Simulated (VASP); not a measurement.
A run of VASP 6.6.1 is set up as follows.

The input INCAR:

```
SYSTEM = AgF
  PREC = Accurate
  ENCUT = 520
  EDIFF = 1E-7
  ISMEAR = -1
  SIGMA = 0.05
  LREAL = .FALSE.
  LASPH = .TRUE.
  NELM = 80
  ALGO = Normal
  ISIF = 2
  LWAVE = .FALSE.
  LCHARG = .FALSE.
  LMAXMIX = 4
  LDAU = .TRUE.
  LDAUTYPE = 2
  LDAUL = 2 -1
  LDAUU = 2 0
  LDAUJ = 0 0
  LDAUPRINT = 1
  LDIPOL = .TRUE.
  IDIPOL = 3
  DIPOL = 0.5 0.5 0.294
  GGA = PE
  NBANDS = 16
```

The input KPOINTS:

```
Automatic mesh
0
G
  9 7 1
  0 0 0
```

File POSCAR:

```
AgF
1.0
    3.1221000000      0.0000000000      0.0000000000
    0.0000000000      4.1428800000      0.0000000000
    0.0000000000      0.0000000000     23.8000000000
Ag F
1 1
Direct
    0.0000000000      0.5000000000      0.2941200000
    0.0000000000      0.0000000000      0.2941200000
```

Potentials or basis: VASP PAW PBE potentials, release 64 (Ag, F).

Run with:

```console
$ cat potpaw_PBE.64/Ag/POTCAR potpaw_PBE.64/F/POTCAR > POTCAR
$ mpirun -np 1 vasp_std > vasp.out
```

Task: What does it give for the band gap on the k mesh?

Result: 1.38 eV, indirect (least direct gap 3.55 eV).

Eigenvalues of the final occupation matrices:
| site | spin | trace | eigenvalues |
| --- | --- | --- | --- |
| site 1 d | 1 | 4.70 | 0.90 0.94 0.94 0.96 0.96 |
| site 1 d | 2 | 4.70 | 0.90 0.94 0.94 0.96 0.96 |
